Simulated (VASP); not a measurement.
Crystal: As.

```
As
1.0
     1.88080    1.08588    3.51406
    -1.88080    1.08588    3.51406
     0.00000   -2.17176    3.51406
As
2
Cartesian
  0.0000 0.0000 8.1597
  0.0000 0.0000 2.3825
```

```yaml
Program: VASP 6.6.1
Task: relaxation of cell and atoms
Functional: optB86b-vdW
Potentials_or_basis: VASP PAW PBE potentials, release 64 (As)
Cutoff: 600 eV
k_mesh: 12 × 12 × 12
Occupations: methfessel-paxton, width 0.1 eV
Spin: no spin polarisation
```

At the start: pressure 3.3 GPa; volume 21.53 Å³/atom.

Q: Where does the relaxation end?

A: Over 10 steps the energy falls by 13.3 meV/atom and the volume is 21.91 Å³/atom (+1.8 %); space group R-3m (No. 166, to 0.05 Å).

Step by step:
```
step  energy change (eV)  largest force (eV/Å)  pressure (GPa)  volume (Å³)
   1              0.0000                0.5760            3.32        43.06
   2             -0.0095                0.2798           -2.72        45.90
   3             -0.0244                0.0730           -0.26        44.61
   4             -0.0244                0.0825           -0.20        44.58
   5             -0.0251                0.0528           -0.11        44.41
   6             -0.0257                0.0097            0.11        44.04
   7             -0.0263                0.0254           -0.05        44.02
   8             -0.0265                0.0411           -0.21        43.99
   9             -0.0265                0.0322            0.23        43.69
  10             -0.0267                0.0018            0.02        43.83
```

Final structure:
```xyz
2
Lattice="1.9080 1.1016 3.4754 -1.9080 1.1016 3.4754 0.0000 -2.2032 3.4754" Properties=species:S:1:pos:R:3 pbc="T T T"
As    0.0000    0.0000    8.0396
As    0.0000    0.0000    2.3867
```

Caveat: the PAW data sets were made with another functional, which shifts forces and pressure a little.
